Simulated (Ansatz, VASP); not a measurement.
# TiS2: VASP beside Ansatz

Aim: how closely do two programs agree when they are given the same cell, functional and k mesh? The structure shown is the end of the VASP relaxation below.

Method: plane waves, with VASP 6.6.1 beside it; single point at PBEsol, in Ansatz 0.2.0.

**1. The starting structure**

The cell holds 9 atoms: 6 S and 3 Ti. Its edges and angles: a = 3.412 Å, b = 3.412 Å, c = 29.238 Å, α = 90.0°, β = 90.0°, γ = 120.0°. It derives from TiS2. As first built, before any earlier steps moved the atoms (in the runner's words): kind sheets cut from a layered crystal; sheets 3. Vacuum lies along c.

**2. VASP: relaxation, PBEsol**

This run makes the geometry at which the two programs are then compared.

Lines of VASP's logs that name or quote its potential files are left out, and so is its time.

INCAR reads:

```
SYSTEM = TiS2
PREC = Normal
ENCUT = 300
EDIFF = 1E-05
NELM = 120
ISMEAR = 0
SIGMA = 0.05
LREAL = .FALSE.
ALGO = Fast
GGA = PS
NBANDS = 33
LASPH = .TRUE.
LORBIT = 11
LWAVE = .FALSE.
LCHARG = .FALSE.
KPAR = 4
IBRION = 2
NSW = 40
ISIF = 2
EDIFFG = -0.03
POTIM = 0.4
MAXMIX = 40
IDIPOL = 3
LDIPOL = .TRUE.
DIPOL = 0.5 0.5 0.5
```

POSCAR reads:

```
TiS2
1.0
    3.4120000000      0.0000000000      0.0000000000
   -1.7060000000      2.9548786780      0.0000000000
    0.0000000000      0.0000000000     29.2375000000
S Ti
6 3
Direct
    0.3333333330      0.6666666670      0.7434801200
    0.6666666670      0.3333333330      0.6460880720
    0.3333333330      0.6666666670      0.5486960240
    0.6666666670      0.3333333330      0.4513039760
    0.3333333330      0.6666666670      0.3539119280
    0.6666666670      0.3333333330      0.2565198800
    0.0000000000      0.0000000000      0.6947840960
    0.0000000000      0.0000000000      0.5000000000
    0.0000000000      0.0000000000      0.3052159040
```

KPOINTS reads:

```
Automatic mesh
0
Gamma
9 9 1
0 0 0
```

Potentials, in the order of the species: S and Ti (PBE family, release 64).

On the command line:

```bash
$ mpirun -np 4 vasp_std
```

Numbers of over 12 decimals in the logs are rounded to 6 here.

What it wrote:

```text
[banner, memory and clock lines left out]
running    4 mpi-ranks, on    1 nodes
 distrk:  each k-point on    1 cores,    4 groups
 distr:  one band on    1 cores,    1 groups

 POSCAR found type information on POSCAR S Ti
 POSCAR found :  2 types and       9 ions
|                                                                             |
|               ----> ADVICE to this user running VASP <----                  |
|                                                                             |
|     You enforced a specific xc type in the INCAR file but a different       |
|     [... a line on the potential file left out ...]
|     I HOPE YOU KNOW WHAT YOU ARE DOING!                                     |
|                                                                             |

 LDA part: xc-table for (Slater+PW92), standard interpolation
 POSCAR, INCAR and KPOINTS ok, starting setup
 FFT: planning ... GRIDC
 FFT: planning ... GRID_SOFT
 FFT: planning ... GRID
 WAVECAR not read
 entering main loop
       N       E                     dE             d eps       ncg     rms          rms(c)
DAV:   1     0.330381754688E+03    0.33038E+03   -0.12823E+04   792   0.776E+02
DAV:   2    -0.614241554052E+01   -0.33652E+03   -0.32164E+03   998   0.219E+02
DAV:   3    -0.712359770182E+02   -0.65094E+02   -0.62376E+02  1072   0.990E+01
DAV:   4    -0.741567370255E+02   -0.29208E+01   -0.28999E+01   984   0.243E+01
DAV:   5    -0.742506866115E+02   -0.93950E-01   -0.93882E-01  1021   0.453E+00    0.310E+01
RMM:   6    -0.646570186234E+02    0.95937E+01   -0.75545E+01   834   0.408E+01    0.101E+01
RMM:   7    -0.635066990001E+02    0.11503E+01   -0.17546E+01   792   0.259E+01    0.132E+01
RMM:   8    -0.629261754778E+02    0.58052E+00   -0.10957E+01   804   0.189E+01    0.674E+00
RMM:   9    -0.627386633858E+02    0.18751E+00   -0.20496E+00   792   0.981E+00    0.245E+00
RMM:  10    -0.627706058805E+02   -0.31942E-01   -0.69372E-01   846   0.270E+00    0.195E+00
RMM:  11    -0.627710773167E+02   -0.47144E-03   -0.12151E-01   866   0.134E+00    0.958E-01
RMM:  12    -0.627721345361E+02   -0.10572E-02   -0.46792E-02   804   0.845E-01    0.330E-01
RMM:  13    -0.627712230797E+02    0.91146E-03   -0.65740E-03   811   0.452E-01    0.425E-01
RMM:  14    -0.627699548050E+02    0.12683E-02   -0.24935E-03   806   0.207E-01    0.282E-01
RMM:  15    -0.627695950187E+02    0.35979E-03   -0.23099E-03   812   0.161E-01    0.188E-01
RMM:  16    -0.627696310549E+02   -0.36036E-04   -0.77866E-04   865   0.119E-01    0.114E-01
RMM:  17    -0.627697250833E+02   -0.94028E-04   -0.58985E-04   832   0.974E-02    0.438E-02
RMM:  18    -0.627697059871E+02    0.19096E-04   -0.89741E-05   738   0.435E-02    0.276E-02
RMM:  19    -0.627697273571E+02   -0.21370E-04   -0.31914E-05   623   0.227E-02    0.201E-02
RMM:  20    -0.627697885873E+02   -0.61230E-04   -0.43655E-05   673   0.217E-02    0.165E-02
RMM:  21    -0.627698486281E+02   -0.60041E-04   -0.85035E-05   753   0.311E-02    0.156E-02
RMM:  22    -0.627698569824E+02   -0.83543E-05   -0.55324E-06   500   0.140E-02
   1 F= -.62769857E+02 E0= -.62768516E+02  d E =-.627699E+02
[...]
2 F= -.62781833E+02 E0= -.62780400E+02  d E =-.119764E-01
[...]
3 F= -.62786354E+02 E0= -.62784842E+02  d E =-.164966E-01
 curvature:  -1.02 expect dE=-0.237E-03 dE for cont linesearch -0.176E-03
 ZBRENT: extrapolating
 opt :   2.1373  next Energy=   -62.786543 (dE=-0.167E-01)
 bond charge predicted
       N       E                     dE             d eps       ncg     rms          rms(c)
DAV:   1    -0.627863470145E+02    0.27047E-05   -0.35120E-02   795   0.710E-01    0.785E-02
RMM:   2    -0.627864964668E+02   -0.14945E-03   -0.16659E-03   795   0.237E-01    0.949E-03
RMM:   3    -0.627865360182E+02   -0.39551E-04   -0.37294E-04   813   0.930E-02    0.514E-02
RMM:   4    -0.627865393042E+02   -0.32860E-05   -0.53140E-05   662   0.405E-02
   4 F= -.62786539E+02 E0= -.62785011E+02  d E =-.166823E-01
 curvature:  -1.09 expect dE=-0.913E-04 dE for cont linesearch -0.873E-05
 trial: gam= 0.02805 g(F)=  0.837E-04 g(S)=  0.000E+00 ort =-0.353E-03 (trialstep = 0.123E+01)
 search vector abs. value=  0.762E-04
 reached required accuracy - stopping structural energy minimisation
```

From OUTCAR (step 2):

```text
ion  position               nearest neighbor table
   1  0.333  0.667  0.743-   7 2.43   7 2.43   7 2.43
   2  0.667  0.333  0.646-   7 2.43   7 2.43   7 2.43
   3  0.333  0.667  0.549-   8 2.43   8 2.43   8 2.43
   4  0.667  0.333  0.451-   8 2.43   8 2.43   8 2.43
   5  0.333  0.667  0.354-   9 2.43   9 2.43   9 2.43
   6  0.667  0.333  0.257-   9 2.43   9 2.43   9 2.43
   7  0.000  0.000  0.695-   1 2.43   2 2.43   2 2.43   1 2.43   2 2.43   1 2.43
   8  0.000  0.000  0.500-   3 2.43   4 2.43   4 2.43   3 2.43   4 2.43   3 2.43
   9  0.000  0.000  0.305-   5 2.43   6 2.43   6 2.43   5 2.43   6 2.43   5 2.43

  LATTYP: Found a hexagonal cell.
 ALAT       =     3.4120000000
 C/A-ratio  =     8.5690211020

 Subroutine GETGRP returns: Found 12 space group operations
 (whereof 12 operations were pure point group operations)

The static configuration has the point symmetry D_3d.

 Found     12 irreducible k-points:

   k-points           NKPTS =     12   k-points in BZ     NKDIM =     12   number of bands    NBANDS=     33

   dimension x,y,z NGX =    14 NGY =   14 NGZ =  126
   dimension x,y,z NGXF=    28 NGYF=   28 NGZF=  252

   ENCUT  =  300.0 eV  22.05 Ry    4.70 a.u.   4.82  4.82 41.29*2*pi/ulx,y,z

   NELECT =      48.0000    total number of electrons

 k-points in reciprocal lattice and weights: Automatic mesh
   0.00000000  0.00000000  0.00000000       0.012
   0.11111111  0.00000000  0.00000000       0.074
   0.22222222  0.00000000  0.00000000       0.074
   0.33333333  0.00000000  0.00000000       0.074
   0.44444444  0.00000000  0.00000000       0.074
   0.11111111  0.11111111  0.00000000       0.074
   0.22222222  0.11111111  0.00000000       0.148
   0.33333333  0.11111111  0.00000000       0.148
   0.44444444  0.11111111  0.00000000       0.074
   0.22222222  0.22222222  0.00000000       0.074
   0.33333333  0.22222222  0.00000000       0.148
   0.33333333  0.33333333  0.00000000       0.025

 dipolmoment           0.000000      0.000000      0.000000 electrons x Angstroem

 average (electrostatic) potential at core
       1 -91.3663       2 -91.4574       3 -91.4177       4 -91.4177       5 -91.4574
       6 -91.3663       7 -30.5488       8 -30.5126       9 -30.5488

 E-fermi :  -0.2434

 k-point     1 :       0.0000    0.0000    0.0000
  band No.  band energies     occupation
    ...
     16      -2.2674      2.00000
     17      -1.4835      2.00000
     18      -0.6599      2.00000
     19      -0.2723      1.58732
     20      -0.2721      1.58325
     21      -0.2144      0.41283
     22      -0.2142      0.40875
     23      -0.1563      0.01383
     24      -0.1561      0.01355
     25       0.1404      0.00000
    ...

 k-point     2 :       0.1111    0.0000    0.0000
  band No.  band energies     occupation
    ...
     20      -1.1567      2.00000
     21      -0.8698      2.00000
     22      -0.8148      2.00000
     23      -0.7506      2.00000
     24      -0.5703      2.00000
     25       0.3288      0.00000
     26       0.3410      0.00000
     27       0.3649      0.00000
     28       0.7003      0.00000
     29       0.7070      0.00000
    ...

 k-point     3 :       0.2222    0.0000    0.0000
  band No.  band energies     occupation
    ...
     20      -1.4561      2.00000
     21      -1.3880      2.00000
     22      -1.3125      2.00000
     23      -1.1405      2.00000
     24      -0.7951      2.00000
     25       0.1328      0.00000
     26       0.1816      0.00000
     27       0.2404      0.00000
     28       1.1164      0.00000
     29       1.1364      0.00000
    ...

  Total       -3.9878658     -3.9878658     -0.5662828     -0.0000000      0.0000000      0.0000000
  in kB      -21.6751546    -21.6751546     -3.0779038     -0.0000000      0.0000000      0.0000000
  external PRESSURE =     -15.4760710 kB  Pullay stress =       0.0000000 kB

  energy-cutoff  :      300.00
  volume of cell :      294.77
      direct lattice vectors                 reciprocal lattice vectors
     3.412000000  0.000000000  0.000000000     0.293083236  0.169211685  0.000000000
    -1.706000000  2.954878678  0.000000000     0.000000000  0.338423370  0.000000000
     0.000000000  0.000000000 29.237500000     0.000000000  0.000000000  0.034202651

 POSITION                                       TOTAL-FORCE (eV/Angst)
 -----------------------------------------------------------------------------------
     -0.00000      1.96992     21.71639         0.000000      0.000000     -0.014975
      1.70600      0.98496     18.91250        -0.000000     -0.000000     -0.023747
     -0.00000      1.96992     16.02214        -0.000000     -0.000000      0.005753
      1.70600      0.98496     13.21536         0.000000      0.000000     -0.005753
     -0.00000      1.96992     10.32500         0.000000      0.000000      0.023747
      1.70600      0.98496      7.52111        -0.000000     -0.000000      0.014975
      1.70600      2.95488     20.31116        -0.000000     -0.000000      0.016226
      0.00000      0.00000     14.61875        -0.000000      0.000000      0.000000
      3.41200      0.00000      8.92634        -0.000000     -0.000000     -0.016226
 -----------------------------------------------------------------------------------
    total drift:                                0.000000     -0.000000      0.000000

  FREE ENERGIE OF THE ION-ELECTRON SYSTEM (eV)
  ---------------------------------------------------
  free  energy   TOTEN  =       -62.7865393042 eV

  energy  without entropy=      -62.7834822078  energy(sigma->0) =      -62.78501076

 reached required accuracy - stopping structural energy minimisation

 vacuum level on the upper side and lower side of the slab         5.568         5.568

 total charge
# of ion       s       p       d       tot
------------------------------------------
    1        1.351   2.354   0.000   3.705
    2        1.351   2.350   0.000   3.701
    3        1.351   2.349   0.000   3.700
    4        1.351   2.349   0.000   3.700
    5        1.351   2.350   0.000   3.701
    6        1.351   2.354   0.000   3.705
    7        0.458   0.795   2.450   3.702
    8        0.457   0.791   2.454   3.701
    9        0.458   0.795   2.450   3.702
--------------------------------------------------
tot          9.480  16.485   7.353  33.318

[... 3 further parts left out ...]
```

This run has no spin polarisation, so a moment on Ti, if there is one, isn't seen. The data set Ti keeps the semicore shell frozen, which is cheaper and a little less accurate. The run keeps the 12 symmetry operations of its start, so it cannot find a distortion of lower symmetry.

[end of part 1 of 2]

[Lines on the potential files, build, host, timing and source positions are cut from VASP's logs without a mark.]

[Logs are printed without paths, hosts, clocks, repeated set-up lines and the standing remarks that a program may print on its own settings, such as how far it seeks lower states.]

[Hosts, paths, dates, database ids (printed as entryN), source tags and the programs' standing remarks are cut or masked in the printed files.]
